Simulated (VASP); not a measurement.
# Si2W: structure and properties in VASP, part 5 of 5

What structure does Si2W take at this level, and what are its properties? The start is a cell from a database of measured crystal structures.

VASP 6.6.1, plane waves and PAW; the level of theory is named at each step.

So far. Step 13 (Volume scan with PBE + D3(BJ) (run 6)): The run ends at a pressure of -8.79 GPa, with forces up to 0.11 eV/Å.

## (14) Volume scan with PBE + D3(BJ) (run 7)

Level of this step: PBE with D3(BJ); plane waves and PAW (Si, W) (VASP).

A prediction first. A parabola through the 6 pressures of evenly scaled cells so far, P = -0.01 -245.6 t +564 t² GPa with t = ln(V/V₁) and V₁ the volume at scale 1, gives -12.41 GPa at t = +0.0583.

The input, INCAR:

```
SYSTEM = Si2W
PREC = Accurate
ENCUT = 400
EDIFF = 1E-06
NELM = 100
ISMEAR = 0
SIGMA = 0.05
LREAL = .FALSE.
ALGO = Normal
GGA = PE
IVDW = 12
NBANDS = 13
LASPH = .TRUE.
LORBIT = 11
LWAVE = .FALSE.
LCHARG = .FALSE.
KPAR = 2
ISIF = 2
```

The input, POSCAR:

```
Si2W
1.0
   -1.6269977120      1.6269977120      3.9711118630
    1.6269977120     -1.6269977120      3.9711118630
    1.6269977120      1.6269977120     -3.9711118630
Si W
2 1
Direct
    0.3343069257      0.3343069257      0.0000000000
    0.6656930743      0.6656930743      0.0000000000
    0.0000000000      0.0000000000      0.0000000000
```

The input, KPOINTS:

```
Automatic mesh
0
Gamma
10 10 10
0 0 0
```

Potentials, in the order of the species: Si and W (PBE family, release 64).

Run with:

```sh
$ mpirun -np 2 vasp_std
```

The log of the run:

```text
[... set-up lines as in an earlier step ...]
 entering main loop
       N       E                     dE             d eps       ncg     rms          rms(c)
DAV:   1     0.166000481032E+02    0.16600E+02   -0.50728E+03  2756   0.745E+02
DAV:   2    -0.240565736045E+02   -0.40657E+02   -0.37321E+02  3394   0.158E+02
DAV:   3    -0.257895792391E+02   -0.17330E+01   -0.16866E+01  3579   0.274E+01
DAV:   4    -0.258138418039E+02   -0.24263E-01   -0.24088E-01  3266   0.362E+00
[...]
DAV:  10    -0.248654786376E+02    0.68698E-05   -0.43129E-04  3336   0.130E-01    0.461E-02
DAV:  11    -0.248654591917E+02    0.19446E-04   -0.70456E-05  3441   0.596E-02    0.238E-02
DAV:  12    -0.248654597401E+02   -0.54838E-06   -0.27548E-06  3093   0.124E-02
   1 F= -.26514276E+02 E0= -.26513924E+02  d E =-.704556E-03
```

The job ended after 30 s (2 MPI ranks of Intel Xeon Platinum 8488C (Sapphire Rapids), shared host; peak memory 0.38 GiB; 49 s of CPU time).

From OUTCAR (step 14):

```text
 Edisp (eV)   -1.64882

  Total      -3.13217    -3.13217    -3.59115     0.00000     0.00000     0.00000
  in kB    -119.34660  -119.34660  -136.83524     0.00000     0.00000     0.00000
  external pressure =     -125.18 kB  Pullay stress =        0.00 kB

 POSITION                                       TOTAL-FORCE (eV/Angst)
 -----------------------------------------------------------------------------------
      0.00000      0.00000      2.65514         0.000000      0.000000      0.159421
      0.00000      0.00000      5.28708         0.000000      0.000000     -0.159421
      0.00000      0.00000      0.00000        -0.000000     -0.000000      0.000000
 -----------------------------------------------------------------------------------
    total drift:                                0.000000      0.000000      0.000000

  FREE ENERGIE OF THE ION-ELECTRON SYSTEM (eV)
  ---------------------------------------------------
  free  energy   TOTEN  =       -26.5142763591 eV

  energy  without entropy=      -26.5135718029  energy(sigma->0) =      -26.51392408

[... 1 part as in an earlier step ...]

[... 2 further parts left out ...]
[key lines of the parts left out:]
E-fermi :  10.0388
```

The pressure falls from -8.79 to -12.52 GPa. The parabola predicted -12.41 GPa, +0.11 GPa off.

## (15) Side by side

Times are for 2 MPI ranks of Intel Xeon Platinum 8488C (Sapphire Rapids), shared host. The runs compared:

| no. | volume scale | energy above the lowest point (meV/atom) | pressure (GPa) | time | memory (GiB) |
| --- | --- | --- | --- | --- | --- |
| 1 | 0.94 | 40.96 | 17.36 | 23 s | 0.38 |
| 2 | 0.96 | 17.6 | 10.93 | 22 s | 0.38 |
| 3 | 0.98 | 4.29 | 5.170 | 22 s | 0.37 |
| 4 | 1 | 0 | 4.15e-4 | 19 s | 0.38 |
| 5 | 1.02 | 3.8 | -4.637 | 20 s | 0.38 |
| 6 | 1.04 | 14.84 | -8.794 | 34 s | 0.37 |
| 7 | 1.06 | 32.39 | -12.52 | 30 s | 0.38 |

## (16) Fit for PBE + D3(BJ)

This step: Birch-Murnaghan fit, PBE with D3(BJ); plane waves and PAW (VASP 6.6.1).

No new run; the numbers come from the runs before.

Numbers from this step:

| Quantity | Value |
| --- | --- |
| pressure derivative of the bulk modulus | 4.444 |
| r.m.s. error of the fit | 1.47e-6 eV/atom |
| minimum inside the sampled range | yes |
| bulk modulus | 244.4 GPa |
| equilibrium volume of the fit | 13.23 Å³/atom |

Energy above the fitted minimum against volume:

```
volume (Å³/atom)  energy above the fitted minimum (eV/atom)
          12.429                                     0.0410
          12.694                                     0.0176
          12.958                                    0.00429
          13.223                                    -2.2e-6
          13.487                                    0.00380
          13.752                                     0.0148
          14.016                                     0.0324
```

The fitted volume lies +0.03 % from the relaxed one. The atoms bear forces along the scan, since they were held; freeing them would lower the modulus.

## (17) Vibrations at Γ (PBE + D3(BJ))

This step: PBE with D3(BJ); plane waves and PAW (Si, W) (VASP 6.6.1).

Zone-centre modes test whether the atoms sit at a minimum within this cell. IBRION = 6 takes the force constants from differences of forces between displaced cells, so the forces must be tight.

The input, INCAR:

```
SYSTEM = Si2W
PREC = Accurate
ENCUT = 400
EDIFF = 1E-08
NELM = 100
ISMEAR = 1
SIGMA = 0.2
LREAL = .FALSE.
ALGO = Normal
GGA = PE
IVDW = 12
NBANDS = 13
LASPH = .TRUE.
LORBIT = 11
LWAVE = .FALSE.
LCHARG = .FALSE.
KPAR = 2
IBRION = 6
NFREE = 2
POTIM = 0.015
ISIF = 2
NSW = 1
```

The input, POSCAR:

```
Si2W
1.0
   -1.5957015018      1.5957015018      3.8947253072
    1.5957015018     -1.5957015018      3.8947253072
    1.5957015018      1.5957015018     -3.8947253072
Si W
2 1
Direct
    0.3343069257      0.3343069257      0.0000000000
    0.6656930743      0.6656930743      0.0000000000
    0.0000000000      0.0000000000      0.0000000000
```

The input, KPOINTS:

```
Automatic mesh
0
Gamma
17 17 17
0 0 0
```

Run with:

```sh
$ mpirun -np 2 vasp_std
```

The log of the run:

```text
[... set-up lines as in an earlier step ...]
 entering main loop
       N       E                     dE             d eps       ncg     rms          rms(c)
DAV:   1     0.182434138527E+02    0.18243E+02   -0.51395E+03 11042   0.752E+02
DAV:   2    -0.239929328317E+02   -0.42236E+02   -0.38576E+02 13472   0.163E+02
DAV:   3    -0.257208396214E+02   -0.17279E+01   -0.16862E+01 14225   0.274E+01
DAV:   4    -0.257419075756E+02   -0.21068E-01   -0.21046E-01 12581   0.354E+00
DAV:   5    -0.257422374726E+02   -0.32990E-03   -0.32983E-03 15003   0.363E-01    0.268E+01
DAV:   6    -0.249946789029E+02    0.74756E+00   -0.21717E+00 15549   0.926E+00    0.112E+01
DAV:   7    -0.248863788180E+02    0.10830E+00   -0.19291E-01 11974   0.296E+00    0.555E+00
DAV:   8    -0.248638929385E+02    0.22486E-01   -0.34752E-02 13759   0.135E+00    0.532E-01
DAV:   9    -0.248636398795E+02    0.25306E-03   -0.18700E-03 12751   0.297E-01    0.277E-01
DAV:  10    -0.248636330459E+02    0.68336E-05   -0.31776E-04 13353   0.111E-01    0.580E-02
DAV:  11    -0.248636180613E+02    0.14985E-04   -0.42523E-05 13176   0.476E-02    0.218E-02
DAV:  12    -0.248636182561E+02   -0.19478E-06   -0.15196E-06 13084   0.945E-03    0.941E-03
DAV:  13    -0.248636181482E+02    0.10787E-06   -0.11726E-07 13144   0.235E-03    0.137E-03
DAV:  14    -0.248636181223E+02    0.25966E-07   -0.66338E-09  8179   0.620E-04    0.327E-04
DAV:  15    -0.248636181337E+02   -0.11426E-07   -0.72200E-10  6805   0.273E-04    0.155E-04
DAV:  16    -0.248636181447E+02   -0.11031E-07   -0.10807E-10  6530   0.857E-05    0.937E-05
DAV:  17    -0.248636181424E+02    0.22951E-08   -0.28258E-11  6270   0.514E-05
   1 F= -.26614840E+02 E0= -.26615208E+02  d E =0.110343E-02
 Found     4 degrees of freedom:
 Finite differences POTIM= 0.01500 DOF=   4
 bond charge predicted
       N       E                     dE             d eps       ncg     rms          rms(c)
DAV:   1    -0.248625234282E+02    0.10947E-02   -0.51536E-02 34200   0.143E+00    0.667E-02
DAV:   2    -0.248625900141E+02   -0.66586E-04   -0.13868E-03 45797   0.325E-01    0.450E-02
DAV:   3    -0.248625700040E+02    0.20010E-04   -0.49628E-05 40030   0.482E-02    0.169E-02
DAV:   4    -0.248625706067E+02   -0.60265E-06   -0.67500E-06 46113   0.164E-02    0.637E-03
DAV:   5    -0.248625706679E+02   -0.61188E-07   -0.34986E-07 37427   0.411E-03    0.775E-04
DAV:   6    -0.248625706686E+02   -0.70804E-09   -0.93325E-09 33562   0.745E-04
   2 F= -.26613795E+02 E0= -.26614162E+02  d E =0.110163E-02
[...]
3 F= -.26613795E+02 E0= -.26614162E+02  d E =0.110163E-02
[...]
4 F= -.26612658E+02 E0= -.26612979E+02  d E =0.960958E-03
[...]
5 F= -.26613652E+02 E0= -.26614066E+02  d E =0.124022E-02
[...]
6 F= -.26613520E+02 E0= -.26613886E+02  d E =0.109826E-02
[...]
7 F= -.26613520E+02 E0= -.26613886E+02  d E =0.109828E-02
[...]
8 F= -.26613033E+02 E0= -.26613401E+02  d E =0.110231E-02
 Finite differences progress:
  Degree of freedom:   4/  4
  Displacement:        1/  2
  Total:               7/  8
 bond charge predicted
       N       E                     dE             d eps       ncg     rms          rms(c)
DAV:   1    -0.248628247208E+02   -0.10139E-02   -0.24155E+00 10530   0.868E+00    0.281E-01
DAV:   2    -0.248625349811E+02    0.28974E-03   -0.18645E-02 14100   0.996E-01    0.155E-01
DAV:   3    -0.248619327527E+02    0.60223E-03   -0.73280E-04 12814   0.182E-01    0.641E-02
DAV:   4    -0.248618126875E+02    0.12007E-03   -0.17277E-04 13702   0.847E-02    0.189E-02
DAV:   5    -0.248618108598E+02    0.18277E-05   -0.51499E-06 13949   0.159E-02    0.998E-03
DAV:   6    -0.248618107841E+02    0.75715E-07   -0.28212E-07 13624   0.339E-03    0.265E-03
DAV:   7    -0.248618107729E+02    0.11210E-07   -0.40435E-08 12152   0.141E-03    0.553E-04
DAV:   8    -0.248618107712E+02    0.16241E-08   -0.27560E-09  7035   0.359E-04
   9 F= -.26613033E+02 E0= -.26613401E+02  d E =0.110231E-02
 Finite differences progress:
  Degree of freedom:   4/  4
  Displacement:        2/  2
  Total:               8/  8
```

Run time: 12 min. Hardware: 2 MPI ranks; peak memory 1.6 GiB; 23 min of CPU time.

OUTCAR, selected parts (step 17):

```text
   k-points           NKPTS =    405   k-points in BZ     NKDIM =    405   number of bands    NBANDS=     13

   NELECT =      14.0000    total number of electrons

 Edisp (eV)   -1.75122

 E-fermi :  10.7946

 k-point     1 :       0.0000    0.0000    0.0000
  band No.  band energies     occupation
    ...
      2       3.8216      2.00000
      3       7.0434      2.00000
      4       7.3784      2.00000
      5       7.8951      2.00000
      6       7.8951      2.00000
      7      11.4215     -0.00009
      8      13.6774     -0.00000
      9      13.6918     -0.00000
     10      13.9887     -0.00000
     11      13.9887     -0.00000
    ...

 Edisp (eV)   -1.75122

  Total      -0.02874    -0.02874     0.05312     0.00000    -0.00000     0.00000
  in kB      -1.16062    -1.16062     2.14535     0.00000    -0.00000     0.00000
  external pressure =       -0.06 kB  Pullay stress =        0.00 kB

 POSITION                                       TOTAL-FORCE (eV/Angst)
 -----------------------------------------------------------------------------------
      0.00000      0.00000      2.60407        -0.000000     -0.000000     -0.152556
      0.00000      0.00000      5.18538         0.000000      0.000000     -0.088449
      0.00000      0.00000     -0.01500        -0.000000     -0.000000      0.241005
 -----------------------------------------------------------------------------------
    total drift:                                0.000000      0.000000     -0.000025

  FREE ENERGIE OF THE ION-ELECTRON SYSTEM (eV)
  ---------------------------------------------------
  free  energy   TOTEN  =       -26.6130331114 eV

  energy  without entropy=      -26.6141354214  energy(sigma->0) =      -26.61340055

 Eigenvectors and eigenvalues of the dynamical matrix
 ----------------------------------------------------

   1 f  =   13.814436 THz    86.798658 2PiTHz  460.799968 cm-1    57.131889 meV
             X         Y         Z           dx          dy          dz
      0.000000  0.000000  2.604067    -0.000000   -0.000000   -0.707107
      0.000000  0.000000  5.185383    -0.000000    0.000000    0.707107
      0.000000  0.000000  0.000000     0.000000    0.000000    0.000000

   2 f  =   10.518809 THz    66.091628 2PiTHz  350.869711 cm-1    43.502280 meV
             X         Y         Z           dx          dy          dz
      0.000000  0.000000  2.604067     0.707107    0.000000   -0.000000
      0.000000  0.000000  5.185383    -0.707107   -0.000000    0.000000
      0.000000  0.000000  0.000000     0.000000   -0.000000    0.000000

   3 f  =   10.518809 THz    66.091628 2PiTHz  350.869711 cm-1    43.502280 meV
             X         Y         Z           dx          dy          dz
      0.000000  0.000000  2.604067    -0.000000    0.707107   -0.000000
      0.000000  0.000000  5.185383     0.000000   -0.707107    0.000000
      0.000000  0.000000  0.000000    -0.000000   -0.000000    0.000000

   4 f  =    9.553257 THz    60.024886 2PiTHz  318.662365 cm-1    39.509080 meV
             X         Y         Z           dx          dy          dz
      0.000000  0.000000  2.604067    -0.000000   -0.000000   -0.618854
      0.000000  0.000000  5.185383    -0.000000   -0.000000   -0.618854
      0.000000  0.000000  0.000000     0.000000   -0.000000    0.483776

   5 f  =    8.163899 THz    51.295289 2PiTHz  272.318352 cm-1    33.763157 meV
             X         Y         Z           dx          dy          dz
      0.000000  0.000000  2.604067     0.618844    0.000000    0.000000
      0.000000  0.000000  5.185383     0.618844    0.000000    0.000000
      0.000000  0.000000  0.000000    -0.483801    0.000000    0.000000

   6 f  =    8.163899 THz    51.295289 2PiTHz  272.318352 cm-1    33.763157 meV
             X         Y         Z           dx          dy          dz
      0.000000  0.000000  2.604067     0.000000   -0.618844   -0.000000
      0.000000  0.000000  5.185383     0.000000   -0.618844   -0.000000
      0.000000  0.000000  0.000000     0.000000    0.483801    0.000000

   7 f/i=    0.000194 THz     0.001221 2PiTHz    0.006480 cm-1     0.000803 meV
             X         Y         Z           dx          dy          dz
      0.000000  0.000000  2.604067    -0.000000    0.000000    0.342081
      0.000000  0.000000  5.185383    -0.000000    0.000000    0.342081
      0.000000  0.000000  0.000000    -0.000000    0.000000    0.875192

   8 f/i=    0.000400 THz     0.002512 2PiTHz    0.013335 cm-1     0.001653 meV
             X         Y         Z           dx          dy          dz
      0.000000  0.000000  2.604067    -0.039125    0.339854   -0.000000
      0.000000  0.000000  5.185383    -0.039125    0.339854   -0.000000
      0.000000  0.000000  0.000000    -0.100092    0.869435   -0.000000

   9 f/i=    0.000400 THz     0.002512 2PiTHz    0.013335 cm-1     0.001653 meV
             X         Y         Z           dx          dy          dz
      0.000000  0.000000  2.604067    -0.339854   -0.039125    0.000000
      0.000000  0.000000  5.185383    -0.339854   -0.039125    0.000000
      0.000000  0.000000  0.000000    -0.869435   -0.100092    0.000000

 ELASTIC MODULI CONTR FROM IONIC RELAXATION (kBar)
 Direction    XX          YY          ZZ          XY          YZ          ZX
 --------------------------------------------------------------------------------
 XX         -31.8578    -31.8578    -29.3785      0.0000     -0.0000      0.0000
 YY         -31.8578    -31.8578    -29.3785      0.0000     -0.0000      0.0000
 ZZ         -29.3785    -29.3785    -27.0921      0.0000     -0.0000      0.0000
 XY           0.0000      0.0000      0.0000      0.0000      0.0000      0.0000
 YZ          -0.0000     -0.0000     -0.0000      0.0000    -25.4912     -0.0000
 ZX           0.0000      0.0000      0.0000      0.0000      0.0000    -25.4910
 --------------------------------------------------------------------------------

[... 7 parts as in an earlier step ...]

[... 9 further parts left out ...]
```

CONTCAR:

```
Si2W
   1.00000000000000
    -1.5957015018000000    1.5957015018000000    3.8947253071999999
     1.5957015018000000   -1.5957015018000000    3.8947253071999999
     1.5957015018000000    1.5957015018000000   -3.8947253071999999
  Si              W
     2     1
Direct
     0.3343069256999982    0.3343069256999982    0.0000000000000000
     0.6656930743000018    0.6656930743000018    0.0000000000000000
    -0.0019256813788986   -0.0019256813788986    0.0000000000000000
```

The last energy, forces, stress and levels in OUTCAR belong to the last displaced cell, not to the cell of POSCAR.

Numbers from this step:

| Property | Result |
| --- | --- |
| irreducible k-points | 405 |
| pressure of the cell | -0.03133 GPa |
| largest force of the cell | 0.03326 eV/Å |

The modes at Γ (shares of kinetic energy by element, %):

```csv
mode,frequency (cm⁻¹),symmetry,Si %,W %
1,0.0,acoustic,23,77
2,0.0,acoustic,23,77
3,0.0,acoustic,23,77
4,272.3,Eu,77,23
5,272.3,Eu,77,23
6,318.7,A2u,77,23
7,350.9,Eg,100,0
8,350.9,Eg,100,0
9,460.8,A1g,100,0
```

Displacements in mode 5 (272.3 cm⁻¹), the largest set to 1:
```
Si1  1.00  0.00  0.00
Si2  1.00  0.00  0.00
W3  -0.31  0.00  0.00
```

Displacements in mode 9 (460.8 cm⁻¹), the largest set to 1:
```
Si1  0.00  0.00 -1.00
Si2  0.00  0.00  1.00
W3   0.00  0.00  0.00
```

The three acoustic modes come out at zero, and all others are real. By the characters of their eigenvectors the optical modes sort into (cm⁻¹) Raman active: Eg 351, A1g 461; infrared active: Eu 272, A2u 319. With a centre of inversion no mode is active in both.

## (18) Summary of results

| Quantity | Value |
| --- | --- |
| relaxed volume | 13.22 Å³/atom |
| relaxed conventional cell a, b, c | 3.191, 3.191, 7.789 Å |
| space group after relaxing, within 0.02 Å | I4/mmm (No. 139) |
| band gap | none, a metal |
| DOS at the Fermi level | 0.213 states/eV/cell |
| band gap (PBE + D3(BJ) + SOC) | none, a metal |
| bulk modulus from the fit | 244 GPa |
| volume from the fit | 13.2 Å³/atom |
| highest zone-centre mode | 461 cm⁻¹ |

What this shows: With PBE + D3(BJ), Si2W relaxes to 13.22 Å³/atom in space group I4/mmm (held by the symmetry of the run), comes out as a metal and has a bulk modulus of 244 GPa at fixed shape and positions, an upper bound. Against the listed cell the volume lies -1.9 % (a -0.7 %, c -0.5 %). Band structure (PBE + D3(BJ)): Of the bands kept, 2 cross the Fermi level on this path. Band structure (PBE + D3(BJ) + SOC): Of the bands kept, 4 cross the Fermi level on this path (spinor bands, one electron each). Vibrations at Γ (PBE + D3(BJ)): The highest mode in this list at Γ, 460.8 cm⁻¹, is mostly motion of Si (100 % of the kinetic energy). Modes at Γ alone can't show that the crystal is stable at other wave vectors. No search among competing phases was made, and a listed structure need not be the one stable at ambient conditions. All values are for a static lattice at zero temperature.

[Lines on the potential files, build, host, timing and source positions are cut from VASP's logs without a mark.]

[Logs are printed without paths, hosts, clocks, repeated set-up lines and the standing remarks that a program may print on its own settings, such as how far it seeks lower states.]

[Hosts, paths, dates, database ids (printed as entryN), source tags and the programs' standing remarks are cut or masked in the printed files.]

[A measured line is paired with the nearest computed mode of its activity, which favours agreement.]
